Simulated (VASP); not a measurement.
Data:

```
MgSe
1.0
    4.21940     0.00000     0.00000
   -2.10970     3.65411     0.00000
    0.00000     0.00000     6.78546
Mg Se
2 2
Direct
  0.33333   0.66667   0.99767
  0.66667   0.33333   0.49767
  0.33333   0.66667   0.37733
  0.66667   0.33333   0.87733
```

Level of theory: PBEsol GGA, VASP's PBE PAW potentials (set 64) (plane waves; VASP). Numerical set-up: 500 eV cut-off, 6×6×4 Γ-centred mesh, Gaussian smearing of 0.050 eV, potentials Mg Se.

Problem. Predict the energy per atom (σ→0), band gap (on the k-mesh) with the smallest direct gap where there is one.

Solution. 
* **band gap (on the k-mesh)**: 2.52 eV
* **smallest direct gap (on the k-mesh)**: 2.52 eV
* **energy per atom (σ→0)**: -4.008 eV/atom

Total energies compare only between runs with the same potentials, cut-off and functional.

The structure was generated: MgSe was put into the wurtzite type (P6_3mc), which need not be its known phase. It was relaxed first.
